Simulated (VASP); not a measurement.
A convergence study with VASP on GaSb (zinc blende): one setting is varied, all else stays as given below, so the limit is that of these other settings. Each run relaxes cell and ions from the cell shown. The basis is that of the starting cell, so low cut-offs carry a Pulay error.

```yaml
crystal:
  lattice:
    - [0.00000, 3.05000, 3.05000]
    - [3.05000, 0.00000, 3.05000]
    - [3.05000, 3.05000, 0.00000]
  atoms:
    - { symbol: Ga, position: [0.00000, 0.00000, 0.00000] }
    - { symbol: Sb, position: [0.25000, 0.25000, 0.25000] }
```

These are PBEsol GGA, VASP's PBE PAW potentials (set 64) (plane waves; VASP) values and carry that method's errors. The tightest run used: 700 eV cut-off, 6×6×6 Γ-centred mesh, Gaussian smearing of 0.050 eV, potentials Ga_d Sb.

```json
[
 {"setting": "ENCUT = 200", "relaxed volume (Å³/atom)": "24.516", "E (eV/atom)": "-4.1250", "plane waves": "375"},
 {"setting": "ENCUT = 250", "relaxed volume (Å³/atom)": "27.551", "E (eV/atom)": "-4.0582", "plane waves": "531"},
 {"setting": "ENCUT = 300", "relaxed volume (Å³/atom)": "28.587", "E (eV/atom)": "-4.0609", "plane waves": "692"},
 {"setting": "ENCUT = 350", "relaxed volume (Å³/atom)": "28.576", "E (eV/atom)": "-4.0604", "plane waves": "869"},
 {"setting": "ENCUT = 400", "relaxed volume (Å³/atom)": "28.548", "E (eV/atom)": "-4.0601", "plane waves": "1056"}
]
```

Q: These are the cheaper rows. Estimate the results at ENCUT = 700, and how far the last row shown lies from them.

A: 
```csv
quantity,tightest run,last row shown is off by
relaxed volume (Å³/atom),28.630,-0.082
E (eV/atom),-4.0610,0.0009
```

Left out are rungs that failed or repeat a setting and relaxations that didn't move; long series are thinned to 24 rows.

The compound is GaSb in the zinc blende structure.
